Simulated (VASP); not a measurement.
Given:

```xyz
3
Lattice="1.9090 -3.3064 0.0000 1.9090 3.3064 0.0000 0.0000 0.0000 6.5825" Properties=species:S:1:pos:R:3 pbc="T T T"
Sn     0.0000     0.0000     0.0000
Se     1.9090     1.1021     1.5675
Se     1.9090    -1.1021     5.0149
```

The numbers are results of MS2 meta-GGA, VASP's PBE PAW potentials (set 64) (plane waves; VASP), not measurements. Settings: 520 eV cut-off, 8×8×4 Γ-centred mesh, tetrahedra with Blöchl corrections, potentials Sn_d Se.

The path is coarsely sampled, so an indirect gap can come out somewhat too large. Unless said otherwise, spin-orbit coupling is left out, though it shifts the bands of the heavy elements here.

Question: Estimate the energy per atom (σ→0), band gap (over mesh and band path) with the smallest direct gap where there is one.

Answer: 
| Quantity | Result |
|---|---|
| band gap (over mesh and band path) | 1.04 eV |
| smallest direct gap (over mesh and band path) | 1.46 eV |
| energy per atom (σ→0) | -3.448 eV/atom |

Only differences to runs with the same potentials and settings are physical.

The compound is SnSe2 in the 1T layered structure. It was relaxed first, which changed the volume by +8 %.
